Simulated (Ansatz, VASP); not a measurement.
## VH2: VASP beside Ansatz

One calculation is typed for both programs; each brings its own data sets. How far apart do they land? Of the first pair: The two relaxations start from unlike cells of this crystal (the structure described is Ansatz's start), so only their ends are compared.

Calculated with Ansatz 0.2.0; plane waves, with VASP 6.6.1 beside it; relaxation of cell and atoms at PBEsol.

**1. Starting point**

The structure is cubic, space group Fm-3m (No. 225). The conventional cell has a = 4.271 Å, b = 4.271 Å, c = 4.271 Å, α = 90.00°, β = 90.00°, γ = 90.00°. Nearest to V lie 8 H at 1.85 Å. H has 4 V at 1.85 Å nearest. Farther neighbours are not listed.

**2. VASP: relaxation of cell and atoms, PBEsol, pair 1**

The relaxed volume is the usual yardstick between codes: in a stiff, nearly cubic crystal its relative difference is about their pressure difference at one cell divided by the bulk modulus.

Lines of VASP's logs that name or quote its potential files are left out, and so is its time.

INCAR reads:

```
SYSTEM = VH2
PREC = Accurate
ENCUT = 500
EDIFF = 1E-07
NELM = 120
ISMEAR = 0
SIGMA = 0.1
LREAL = .FALSE.
ALGO = Normal
GGA = PS
NBANDS = 13
LASPH = .TRUE.
LORBIT = 11
LWAVE = .FALSE.
LCHARG = .FALSE.
ISIF = 3
IBRION = 2
NSW = 80
EDIFFG = -0.005
GGA_COMPAT = .FALSE.
NELMIN = 4
KPAR = 2
```

POSCAR reads:

```
VH2
1.0
    0.0000000000      2.0832722388      2.0832722388
    2.0832722388      0.0000000000      2.0832722388
    2.0832722388      2.0832722388      0.0000000000
V H
1 2
Direct
    0.0000000000      0.0000000000      0.0000000000
    0.2500000000      0.2500000000      0.2500000000
    0.7500000000      0.7500000000      0.7500000000
```

KPOINTS reads:

```
Automatic mesh
0
Gamma
8 8 8
0 0 0
```

The projector-augmented-wave data sets are V_sv and H (PBE family, release 64).

Started as:

```
$ mpirun -np 2 vasp_std
```

Numbers of over 12 decimals in the logs are rounded to 6 here.

The program printed:

```text
[banner, memory and clock lines left out]
running    2 mpi-ranks, on    1 nodes
 distrk:  each k-point on    1 cores,    2 groups
 distr:  one band on    1 cores,    1 groups

 POSCAR found type information on POSCAR V H
 POSCAR found :  2 types and       3 ions
|                                                                             |
|               ----> ADVICE to this user running VASP <----                  |
|                                                                             |
|     You enforced a specific xc type in the INCAR file but a different       |
|     [... a line on the potential file left out ...]
|     I HOPE YOU KNOW WHAT YOU ARE DOING!                                     |
|                                                                             |

 LDA part: xc-table for (Slater+PW92), standard interpolation
 POSCAR, INCAR and KPOINTS ok, starting setup
 FFT: planning ... GRIDC
 FFT: planning ... GRID_SOFT
 FFT: planning ... GRID
 WAVECAR not read
 entering main loop
       N       E                     dE             d eps       ncg     rms          rms(c)
DAV:   1     0.101100591447E+03    0.10110E+03   -0.78131E+03   759   0.120E+03
DAV:   2    -0.175240496740E+02   -0.11862E+03   -0.11385E+03   779   0.344E+02
DAV:   3    -0.196764495289E+02   -0.21524E+01   -0.21407E+01   889   0.522E+01
DAV:   4    -0.196862561730E+02   -0.98066E-02   -0.98063E-02   834   0.389E+00
DAV:   5    -0.196863546718E+02   -0.98499E-04   -0.98497E-04   894   0.374E-01    0.270E+01
DAV:   6    -0.171508969937E+02    0.25355E+01   -0.69480E+00   774   0.402E+01    0.319E+00
DAV:   7    -0.170951451612E+02    0.55752E-01   -0.26925E-01   764   0.641E+00    0.291E+00
DAV:   8    -0.170731657329E+02    0.21979E-01   -0.23010E-02   829   0.181E+00    0.466E-01
DAV:   9    -0.170733633549E+02   -0.19762E-03   -0.20180E-03   769   0.646E-01    0.305E-01
DAV:  10    -0.170733345760E+02    0.28779E-04   -0.12570E-04   829   0.170E-01    0.329E-02
DAV:  11    -0.170733325544E+02    0.20215E-05   -0.22627E-06   779   0.190E-02    0.202E-02
DAV:  12    -0.170733321181E+02    0.43635E-06   -0.61982E-07   834   0.128E-02    0.788E-04
DAV:  13    -0.170733321395E+02   -0.21388E-07   -0.13688E-08   425   0.148E-03
   1 F= -.17073332E+02 E0= -.17068126E+02  d E =-.170733E+02
 curvature:   0.00 expect dE= 0.000E+00 dE for cont linesearch  0.000E+00
 trial: gam= 0.00000 g(F)=  0.178E-47 g(S)=  0.213E-04 ort = 0.000E+00 (trialstep = 0.100E+01)
 search vector abs. value=  0.213E-04
 bond charge predicted
       N       E                     dE             d eps       ncg     rms          rms(c)
DAV:   1    -0.170735893876E+02   -0.25727E-03   -0.40517E-03   774   0.105E+00    0.183E-01
DAV:   2    -0.170733511868E+02    0.23820E-03   -0.75336E-04   764   0.447E-01    0.380E-02
DAV:   3    -0.170733452219E+02    0.59649E-05   -0.10815E-05   774   0.480E-02    0.164E-02
DAV:   4    -0.170733429164E+02    0.23054E-05   -0.36682E-06   774   0.189E-02    0.165E-03
DAV:   5    -0.170733429033E+02    0.13174E-07   -0.36705E-08   457   0.208E-03
   2 F= -.17073343E+02 E0= -.17068142E+02  d E =-.107638E-04
 trial-energy change:   -0.000011  1 .order   -0.000011   -0.000021   -0.000000
 step:   1.0176(harm=  1.0176)  dis= 0.00000  next Energy=   -17.073343 (dE=-0.109E-04)
 reached required accuracy - stopping structural energy minimisation
```

Parts of OUTCAR (step 2):

```text
ion  position               nearest neighbor table
   1  0.000  0.000  0.000-   2 1.80   3 1.80   3 1.80   3 1.80   3 1.80   2 1.80   2 1.80   2 1.80

  LATTYP: Found a face centered cubic cell.
 ALAT       =     4.1665444776

 Subroutine GETGRP returns: Found 48 space group operations
 (whereof 48 operations were pure point group operations)

The static configuration has the point symmetry O_h .

 Found     29 irreducible k-points:

   k-points           NKPTS =     29   k-points in BZ     NKDIM =     29   number of bands    NBANDS=     13

   dimension x,y,z NGX =    24 NGY =   24 NGZ =   24
   dimension x,y,z NGXF=    48 NGYF=   48 NGZF=   48

   ENCUT  =  500.0 eV  36.75 Ry    6.06 a.u.   5.37  5.37  5.37*2*pi/ulx,y,z

   NELECT =      15.0000    total number of electrons

 k-points in reciprocal lattice and weights: Automatic mesh
   0.00000000  0.00000000  0.00000000       0.002
   0.12500000  0.00000000  0.00000000       0.016
   0.25000000  0.00000000  0.00000000       0.016
   0.37500000  0.00000000  0.00000000       0.016
   0.50000000  0.00000000  0.00000000       0.008
   0.12500000  0.12500000  0.00000000       0.012
   0.25000000  0.12500000  0.00000000       0.047
   0.37500000  0.12500000  0.00000000       0.047
   0.50000000  0.12500000  0.00000000       0.047
[...]
-0.37500000  0.50000000  0.12500000       0.023
  -0.25000000  0.50000000  0.25000000       0.012

 average (electrostatic) potential at core
       1 -71.7049       2 -28.9060       3 -28.9060

 E-fermi :   8.7942

 k-point     1 :       0.0000    0.0000    0.0000
  band No.  band energies     occupation
    ...
      4     -29.2661      2.00000
      5      -2.9892      2.00000
      6       7.7319      2.00000
      7       7.7319      2.00000
      8       7.7319      2.00000
      9       9.5947      0.00000
     10       9.5947      0.00000
     11      10.1215      0.00000
     12      25.2243      0.00000
     13      26.4846      0.00000

 k-point     2 :       0.1250    0.0000    0.0000
  band No.  band energies     occupation
    ...
      4     -29.2742      2.00000
      5      -2.5579      2.00000
      6       6.2571      2.00000
      7       7.8868      2.00000
      8       7.8868      2.00000
      9       9.5144      0.00000
     10       9.5144      0.00000
     11      11.8316      0.00000
     12      22.2244      0.00000
     13      25.9628      0.00000

 k-point     3 :       0.2500    0.0000    0.0000
  band No.  band energies     occupation
    ...
      4     -29.2939      2.00000
      5      -1.4059      2.00000
      6       4.5382      2.00000
      7       8.0724      2.00000
      8       8.0724      2.00000
      9       9.5907      0.00000
     10       9.5907      0.00000
     11      13.7914      0.00000
     12      19.1113      0.00000
     13      23.8431      0.00000

  Total       -0.0003636     -0.0003636     -0.0003636      0.0000000      0.0000000      0.0000000
  in kB       -0.0322443     -0.0322443     -0.0322443      0.0000000      0.0000000      0.0000000
  external PRESSURE =      -0.0322443 kB  Pullay stress =       0.0000000 kB

  energy-cutoff  :      500.00
  volume of cell :       18.06
      direct lattice vectors                 reciprocal lattice vectors
     0.000000000  2.082567752  2.082567752    -0.240088227  0.240088227  0.240088227
     2.082567752  0.000000000  2.082567752     0.240088227 -0.240088227  0.240088227
     2.082567752  2.082567752  0.000000000     0.240088227  0.240088227 -0.240088227

 POSITION                                       TOTAL-FORCE (eV/Angst)
 -----------------------------------------------------------------------------------
      4.16514      2.08257      2.08257        -0.000000      0.000000     -0.000000
      1.04128      1.04128      1.04128         0.000000      0.000000     -0.000000
      3.12385      3.12385      3.12385        -0.000000     -0.000000      0.000000
 -----------------------------------------------------------------------------------
    total drift:                                0.000000      0.000000      0.000000

  FREE ENERGIE OF THE ION-ELECTRON SYSTEM (eV)
  ---------------------------------------------------
  free  energy   TOTEN  =       -17.0733429033 eV

  energy  without entropy=      -17.0629418773  energy(sigma->0) =      -17.06814239

 reached required accuracy - stopping structural energy minimisation

 total charge
# of ion       s       p       d       tot
------------------------------------------
    1        2.227   6.248   3.233  11.709
    2        0.580   0.030   0.000   0.610
    3        0.580   0.030   0.000   0.610
--------------------------------------------------
tot          3.388   6.309   3.233  12.930

[... 3 further parts left out ...]
```

CONTCAR:

```
VH2
   1.00000000000000
     0.0000000000000000    2.0825677523514279    2.0825677523514279
     2.0825677523514279    0.0000000000000000    2.0825677523514279
     2.0825677523514279    2.0825677523514279    0.0000000000000000
  V               H
     1     2
Direct
     0.0000000000000000    1.0000000000000000    1.0000000000000000
     0.2500000000000000    0.2500000000000000    0.2500000000000000
     0.7500000000000000    0.7500000000000000    0.7500000000000000
```

This run has no spin polarisation, so a moment on V, if there is one, isn't seen. Its electron count is odd, so without a moment it is a metal by construction. The run keeps the 48 symmetry operations of its start, so it cannot find a distortion of lower symmetry.

**3. Ansatz: relaxation of cell and atoms, PBEsol, pair 1**

Ansatz runs on its PAW soft_1 files.

Its own start cell and the same functional, mesh and smearing now go to Ansatz, which takes its cutoff from its data sets.

input.yaml reads:

```yaml
crystal:
  lattice:
    - [0.0, 2.1355, 2.1355]
    - [2.1355, 0.0, 2.1355]
    - [2.1355, 2.1355, 0.0]
  atoms:
    - { symbol: V, position: [0.0, 0.0, 0.0] }
    - { symbol: H, position: [0.25, 0.25, 0.25] }
    - { symbol: H, position: [0.75, 0.75, 0.75] }
kpoints:
  mp_grid: { grid: [8, 8, 8] }
hamiltonian:
  xc: pbesol
  pseudopotentials: { kind: paw, azcp: { folder: soft_1 }, xc_functional: pbe }
scf:
  occupations: { method: gaussian, width: 0.1 }
output:
  forces: true
  stress: true
  eigenvalues: true
relax:
  adjacent_minimum: "off"
  f_tol: 0.05
  max_steps: 80
  cell: { stress_tol: 0.5 }
```

Started as:

```
$ ansatz run input.yaml --threads 4 --pin off --max-ram 10240MiB --backend cpu --events-out ev --progress --plain --runs-dir out
```

The program printed:

```text
The last accepted step is kept in <dir> (removed where the run ends without a failure and the disk answers)
Engine: ansatz 0.2.0, aarch64-unknown-linux-gnu
Pseudopotentials: kind: paw
Pseudopotential: V, paw, valence charge 13, recommended cutoff 420 eV (normal), soft_1/V.paw.azcp
Pseudopotential: H, paw, valence charge 1, recommended cutoff 420 eV (normal), soft_1/H.paw.azcp
Functional definition: PBEsol
  exchange = pbesol_x
  correlation = pbesol_c
Crystal: 3 atoms, lattice volume = 19.477 Å³
Basis set: ecut = 420 eV, 339 PW (Γ), exchange–correlation on 48×48×48 points (8 copies of the dense FFT grid, shifted against one another)
Bands: 12, of which v1, the nominal top of the filled ones, is band 8 counted from 1 (7 counted from 0)
Symmetry: 48 space group operations
Space group: Fm-3m (ITA 225), of the structure as read, at distance tolerance 2.7e-5 Å
k-points: 29 of 512
Non-local potential: V, projectors of the file, l = 0: 3, l = 1: 2, l = 2: 3, l = 3: 1
Non-local potential: H, projectors of the file, l = 0: 2, l = 1: 1
PAW form: soft (Blöchl's): semilocal exchange-correlation on the pseudo side does not see the compensation charge
PAW frozen core: V, regenerated for the run's functional, and the local potential with it (the file was generated under x = pbe(κ = 0.804, μ = 0.219515), c = pbe(β = 0.066725))
PAW one-centre angular grid: V, 590 points (default); XC on 64 Gauss nodes
PAW one-centre angular grid: H, 110 points (default); XC on 64 Gauss nodes
Initial density: superposition of atomic densities (chi_scale 0.1, normalization cell, long waves kept (reshape's long-wave potential 0.00 eV rms))
Initial wavefunctions: pseudopotential atomic-orbital guess
Functional: x = pbesol(κ = 0.804, μ = 0.123457), c = pbesol(β = 0.046)
SCF iter   1: F=—  HF=-2917.999510 eV  |F-HF|=—  |Δ(HF+E_count)|=         —  Δρ=1.07e-1  dr2=2.05e0  ethr=3.10e-3  ⟨swp⟩=4.0  Hψ=1719  notcnv=0
preconditioner: auto → none  [metal: Δε(μ)=0.092 eV  Ē_g=8.501 eV  σ=0.100 eV  W_gap=0.46  n_scr=8 (ndim 8)  ℏωp=22.3 eV  f_vac=0.000  D(μ)=1.78/eV (n_scr^D=14)  sad-step TF]
SCF iter   2: F=—  HF=-2917.594995 eV  |F-HF|=—  |Δ(HF+E_count)|=   4.05e-1  Δρ=6.21e-2  dr2=7.14e-1  ethr=3.10e-3  ⟨swp⟩=2.0  Hψ=700  notcnv=0  defer=6
SCF iter   3: F=—  HF=-2917.383724 eV  |F-HF|=—  |Δ(HF+E_count)|=   2.11e-1  Δρ=6.36e-3  dr2=7.47e-3  ethr=3.10e-3  ⟨swp⟩=2.0  Hψ=569  notcnv=0  defer=6
SCF iter   4: F=—  HF=-2917.382018 eV  |F-HF|=—  |Δ(HF+E_count)|=   1.71e-3  Δρ=1.02e-3  dr2=6.35e-5  ethr=4.98e-5  ⟨swp⟩=1.2  Hψ=601  notcnv=0  defer=6
SCF iter   5: F=—  HF=-2917.382039 eV  |F-HF|=—  |Δ(HF+E_count)|=   2.03e-5  Δρ=1.34e-4  dr2=4.63e-7  ethr=4.24e-7  ⟨swp⟩=2.8  Hψ=537  notcnv=0  defer=6
SCF iter   6: F=-2917.382040 eV  HF=-2917.382040 eV  |F-HF|=2.32e-8  |Δ(HF+E_count)|=   1.24e-6  Δρ=1.33e-5  dr2=2.77e-8  ethr=6.67e-10  ⟨swp⟩=5.7  Hψ=1514  notcnv=0
SCF 1 converged in 6 iterations: F = -2917.382040 eV  dr2 = 2.77e-8
  greatest PAW one-centre occupation: 1.000 electrons in one spin orbital (limit 2), on the V atom at site 0 (counted from 0), in its partial waves of l = 0
relax step   1: F+E_penalty+E_count = -2917.38203986 eV  Δ(F+E_penalty+E_count) = +0.000e0 eV  max|allowed force component| = 5.782e-19 eV/Å  Δτ_max = 0.0000 Å  P = -12.202 GPa  Ω = 19.477 Å³  (6 SCF iters, dr2 threshold 1.00e-7 eV, accepted)
[...]
relax step   2: F+E_penalty+E_count = -2917.44115667 eV  Δ(F+E_penalty+E_count) = -5.912e-2 eV  max|allowed force component| = 4.433e-18 eV/Å  Δτ_max = 0.0000 Å  P = +1.934 GPa  Ω = 17.901 Å³  energy of the carried Pulay correction = +3.590e-3 eV  (6 SCF iters, dr2 threshold 3.00e-7 eV, accepted)
[...]
relax step   3: F+E_penalty+E_count = -2917.44174138 eV  Δ(F+E_penalty+E_count) = -5.847e-4 eV  max|allowed force component| = 1.735e-18 eV/Å  Δτ_max = 0.0000 Å  P = -0.222 GPa  Ω = 18.102 Å³  energy of the carried Pulay correction = +3.117e-3 eV  (6 SCF iters, dr2 threshold 3.00e-7 eV, accepted)
[...]
relax step   4: F+E_penalty+E_count = -2917.43883160 eV  Δ(F+E_penalty+E_count) = +2.910e-3 eV  max|allowed force component| = 2.891e-18 eV/Å  Δτ_max = 0.0000 Å  P = -0.298 GPa  Ω = 18.102 Å³  stress off target by 2.98e-1 GPa  SCF on the basis re-selected at this cell (its energy is not comparable with the rows above)  (6 SCF iters)
basis re-selected at this cell: Δ(F+E_penalty+E_count) = +2.910e-3 eV, ΔP = -0.075 GPa vs the last step (what re-selecting the basis moved, of the pressure what is left beyond the Pulay correction that the steps carried, after the strain that the cell walked since its last selection, with what the two solves' SCF thresholds leave and, on support functions, any second-order correction that the steps lacked; it is no measure of the basis error at this ecutwfc). The dense FFT grid was sized anew with the basis: this SCF ran on 20×20×20 points, the steps before it on 24×24×24, so part of this shift can come from that change (see relax.cell in the input reference). [rest of the remark cut]
SCF converged after 6 iterations
Free energy (F): -2917.438832 eV
Harris-Foulkes:  -2917.438832 eV  (|F-HF|=9.09e-13)
Internal energy: -2917.428441 eV  (E = F + TS)
E sigma→0 (E₀):  -2917.433636 eV
Entropy (-TS):   -0.010391 eV (-3.464 meV/atom)
Fermi energy:    14.151355 eV
--- Per-component energies (eV) ---
  E_band       = -176.838131
  E_kinetic    = 326.440235
  E_local      = -1125.619169  (includes V_loc(G=0)·N_el)
  E_nonlocal   = 85.140615
  E_hartree    = 461.655147
  E_xc         = -133.575909
  E_vxc        = -170.415322  (∫ρ·V_xc dr)
  E_paw        = -1101.506974  (= ΣΔE_a)
  E_vpaw       = -215.693607  (= ΣTr[D̂ρ^β])
  E_aug_tail   = -0.001178  (compensation charges beyond the density's cutoff)
  E_ewald      = -1430.110887
  E_core_change = 0.149679  (= ΣΔE_core)
  E_smearing   = -0.010391  (= −TS)
  E_closure    = -0.000000  (closes the sum)
  Σ components = -2917.438832   (vs F -2917.438832, Δ=0.00e0)
--- Forces (eV/Å), atoms counted from 1 ---
  atom   1  V     -0.00000000     0.00000000    -0.00000000
  atom   2  H     -0.00000000     0.00000000     0.00000000
  atom   3  H      0.00000000    -0.00000000     0.00000000
  max |Σ_I F_I| component: 3.47e-18 eV/Å
--- Stress (GPa, compression-positive) ---
       -0.297504      -0.000000      -0.000000
       -0.000000      -0.297504      -0.000000
       -0.000000      -0.000000      -0.297504
  P = ⅓ Tr σ = -0.2975 GPa (-2.975 kbar)
--- Band table (eV; the first three rows and the last of 29) ---
  k-point 0: bands = [... 4 lower, 2.3689, 13.0891, 13.0891, 13.0891, 14.9508, 14.9508, 15.4756, 30.4952]
  k-point 1: bands = [... 4 lower, 2.7984, 11.6146, 13.2442, 13.2442, 14.8708, 14.8708, 17.1848, 27.5451]
  k-point 2: bands = [... 4 lower, 3.9473, 9.8934, 13.4295, 13.4295, 14.9480, 14.9480, 19.1435, 24.4463]
  k-point 28: bands = [... 4 lower, 7.8961, 7.8961, 11.2669, 14.4876, 15.8939, 17.8492, 17.8492, 20.8485]
--- Relaxed structure (3 steps of the walk, 3 accepted, 1 SCFs on fresh bases) ---
  F+E_penalty+E_count = -2917.43883160 eV   max|allowed force component| = 2.891e-18 eV/Å   (the final SCF, on the basis selected at the relaxed cell)
  cell:  # Å, volume = 18.1016 Å³
    - [0, 2.083990, 2.083990]
    - [2.083990, 0, 2.083990]
    - [2.083990, 2.083990, 0]
  atoms:
    - { symbol: V, position: [0, 0, 0] }
    - { symbol: H, position: [0.25, 0.25, 0.25] }
    - { symbol: H, position: [0.75, 0.75, 0.75] }
```

In the SCF lines HF is the Harris–Foulkes energy and dr2 the Hartree energy of the density residual, in eV; the loop may stop once dr2 is under the threshold and the program's other checks hold. Hψ counts applications of the Hamiltonian.

**4. Side by side**

Known differences besides the potentials themselves: the cutoff is 420 eV in Ansatz and 500 eV in VASP; Ansatz makes its cores anew for this functional, VASP keeps those of its PBE data sets; Ansatz adds a Pulay correction to the stress that steers its cell, VASP none. Total energies have different zeros and are not compared.

Both answers:

```tsv
quantity	Ansatz	VASP	difference
volume (Å³)	18.10	18.06	+0.20 %
edge a after relaxation, in the typed setting (Å)	2.947	2.945	+0.07 %
```

**5. Ansatz: relaxation of cell and atoms, PBEsol, pair 2**

The relaxed volume is the usual yardstick between codes: in a stiff, nearly cubic crystal its relative difference is about their pressure difference at one cell divided by the bulk modulus. Its start cell is another than that of the pair before, and may be another structure of the material.

The cell is taken from a series of runs on this material, whose earlier steps may have relaxed, scaled, displaced or heated it; both programs get it as it stands.

input.yaml, the sections that differ from step 3:

```yaml
crystal:
  lattice:
    - [0.0, 2.0839895944, 2.0839895944]
    - [2.0839895944, 0.0, 2.0839895944]
    - [2.0839895944, 2.0839895944, 0.0]
  atoms:
    - { symbol: V, position: [0.0, 0.0, 0.0] }
    - { symbol: H, position: [0.25, 0.25, 0.25] }
    - { symbol: H, position: [0.75, 0.75, 0.75] }
kpoints:
  mp_grid: { grid: [18, 18, 18] }
relax:
  adjacent_minimum: "off"
  f_tol: 0.005
  max_steps: 80
  cell: { stress_tol: 0.05 }
# hamiltonian, scf, output: as in step 3
```

The program printed:

```text
[...]
Crystal: 3 atoms, lattice volume = 18.102 Å³
Basis set: ecut = 420 eV, 339 PW (Γ), exchange–correlation on 40×40×40 points (8 copies of the dense FFT grid, shifted against one another)
Bands: 12, of which v1, the nominal top of the filled ones, is band 8 counted from 1 (7 counted from 0)
Symmetry: 48 space group operations
[...]
k-points: 195 of 5832
[...]
k-point 194: bands = [... 4 lower, 7.8428, 8.0229, 11.2570, 14.5875, 15.9438, 17.5294, 18.3107, 20.9283]
--- Relaxed structure (2 steps of the walk, 2 accepted, 1 SCFs on fresh bases) ---
[...]
cell:  # Å, volume = 18.0562 Å³
    - [0, 2.082247, 2.082247]
    - [2.082247, 0, 2.082247]
    - [2.082247, 2.082247, 0]
  atoms:
    - { symbol: V, position: [0, 0, 0] }
    - { symbol: H, position: [0.25, 0.25, 0.25] }
    - { symbol: H, position: [0.75, 0.75, 0.75] }
[key lines of the parts left out:]
SCF converged after 8 iterations
Free energy (F): -2917.450784 eV
Fermi energy:    14.168776 eV
P = ⅓ Tr σ = -0.0007 GPa (-0.007 kbar)
```

(Part 1 of 2 ends here.)

[Lines on the potential files, build, host, timing and source positions are cut from VASP's logs without a mark.]

[Logs are printed without paths, hosts, clocks, repeated set-up lines and the standing remarks that a program may print on its own settings, such as how far it seeks lower states.]

[Hosts, paths, dates, database ids (printed as entryN), source tags and the programs' standing remarks are cut or masked in the printed files.]
